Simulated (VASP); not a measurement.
Calculation: revTPSS meta-GGA, VASP's PBE PAW potentials (set 64) (plane waves; VASP).

Input for VASP

File POSCAR:
```
GaAs
1.0
  0.0000000000   2.8353073778   2.8353073778
  2.8353073778   0.0000000000   2.8353073778
  2.8353073778   2.8353073778   0.0000000000
Ga As
1 1
direct
  0.0000000000   0.0000000000   0.0000000000
  0.2500000000   0.2500000000   0.2500000000
```

File KPOINTS:
```
Automatic mesh
0
Gamma
9 9 9
0 0 0
```

### INCAR
```
NELM = 100
ALGO = Normal
METAGGA = RTPSS
NEDOS = 601   ! DOS grid
LMAXMIX = 4
LORBIT = 11   ! lm-projected
SYSTEM = GaAs
LASPH = .TRUE.
LMIXTAU = .TRUE.
ENCUT = 520
LWAVE = .FALSE.
LREAL = .FALSE.   ! projection in real space or not
ISMEAR = -5   ! tetrahedra, Bloechl
LCHARG = .FALSE.
EDIFF = 1E-7
PREC = Accurate
ISIF = 2   ! forces and stress, cell fixed
```

KPOINTS_OPT:
```
k-points along high-symmetry lines
10
Line-mode
Reciprocal
  0.000000   0.000000   0.000000 ! GAMMA
 -0.500000  -0.500000   0.000000 ! X

 -0.500000  -0.500000   0.000000 ! X
 -0.375000  -0.375000   0.250000 ! U

 -0.375000   0.000000   0.375000 ! K
  0.000000   0.000000   0.000000 ! GAMMA

  0.000000   0.000000   0.000000 ! GAMMA
  0.000000   0.000000   0.500000 ! L

  0.000000   0.000000   0.500000 ! L
 -0.500000  -0.250000   0.250000 ! W

 -0.500000  -0.250000   0.250000 ! W
 -0.500000  -0.500000   0.000000 ! X
```

POTCAR, in this order: Ga_d As (PBE.64 set). Program: vasp_std.

Question: What will the output report for the number of irreducible k-points (NKPTS), largest plane-wave count, number of space-group operations, FFT grid (NGX, NGY, NGZ)?

Answer: 
The number of irreducible k-points (NKPTS) is 35. The largest plane-wave count comes out as 1247 and the number of space-group operations is 24. The FFT grid (NGX, NGY, NGZ) comes out as 30 × 30 × 30.

The compound is GaAs in the zinc blende structure. It was relaxed first.
